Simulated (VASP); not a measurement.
Given:

```
Tl
1.0
    1.72417    -2.98634     0.00000
    1.72417     2.98634     0.00000
    0.00000     0.00000     5.56779
Tl
2
Cartesian
  1.72417   0.99545   1.39195
  1.72417  -0.99545   4.17584
```

Method: vdW-DF-cx, VASP's PBE PAW potentials (set 64) (plane waves; VASP). Run with 520 eV cut-off, Gaussian smearing of 0.050 eV, potentials Tl_d.

Task: Give the energies of bands 11 to 16 at the high-symmetry points, in eV from the Fermi level.

Result: 
```json
[
 {"band": "11", "Γ": "-10.10", "M": "-5.82", "K": "-4.65", "A": "-8.68", "L": "-4.79", "H": "-4.16"},
 {"band": "12", "Γ": "-5.29", "M": "-4.74", "K": "-4.65", "A": "-8.68", "L": "-4.79", "H": "-4.16"},
 {"band": "13", "Γ": "-2.90", "M": "-0.82", "K": "-1.32", "A": "3.14", "L": "-2.31", "H": "-0.92"},
 {"band": "14", "Γ": "7.99", "M": "0.38", "K": "1.67", "A": "3.14", "L": "-2.31", "H": "-0.92"},
 {"band": "15", "Γ": "7.99", "M": "1.29", "K": "1.67", "A": "8.94", "L": "5.52", "H": "0.17"},
 {"band": "16", "Γ": "10.03", "M": "3.75", "K": "2.67", "A": "8.94", "L": "5.52", "H": "0.17"}
]
```

It has no gap at this level: it comes out as a metal or semimetal.

The compound is Tl in the hcp structure. It was relaxed first.
